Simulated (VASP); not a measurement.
Data:

```cif
data_Mg4S4
_chemical_formula_sum 'Mg4 S4'
_space_group_name_H-M_alt 'Fm-3m'
_space_group_IT_number 225
_space_group_name_Hall '-F 4 2 3'
_cell_length_a 5.16003
_cell_length_b 5.16003
_cell_length_c 5.16003
_cell_angle_alpha 90.000
_cell_angle_beta 90.000
_cell_angle_gamma 90.000
loop_
_atom_site_label
_atom_site_type_symbol
_atom_site_symmetry_multiplicity
_atom_site_Wyckoff_symbol
_atom_site_fract_x
_atom_site_fract_y
_atom_site_fract_z
_atom_site_occupancy
Mg1 Mg 4 a 0.00000 0.00000 0.00000 1
S1 S 4 b 0.50000 0.50000 0.50000 1
```
(The calculation used a cell of 2 atoms; values per cell refer to that cell.)

The numbers are results of HSEsol screened hybrid, VASP's PBE PAW potentials (set 64) (plane waves; VASP), not measurements. Settings: 520 eV cut-off, 6×6×6 Γ-centred mesh, Gaussian smearing of 0.050 eV, potentials Mg S.

Give the energy at these volumes per atom, relative to the lowest: 16.21, 16.74, 17.27, 17.81, 18.34 Å³.

15.6, 2.8, 0.0, 5.6, 18.4 meV/atom. A third-order Birch-Murnaghan fit gives B0 = 83.7 GPa and B0′ = 4.1.

Measured: bulk modulus 81.0 GPa at 0 K (computed value off by +3.4 %), a 5.188 Å at 0 K (computed value off by -0.5 %), as given by Tamar Goldzak et al., The Journal of Chemical Physics (2022), arXiv:2208.04865 [corrected for zero-point motion].

The compound is MgS in the rock salt structure. It was relaxed first. The cell's shape comes from a PBE relaxation.
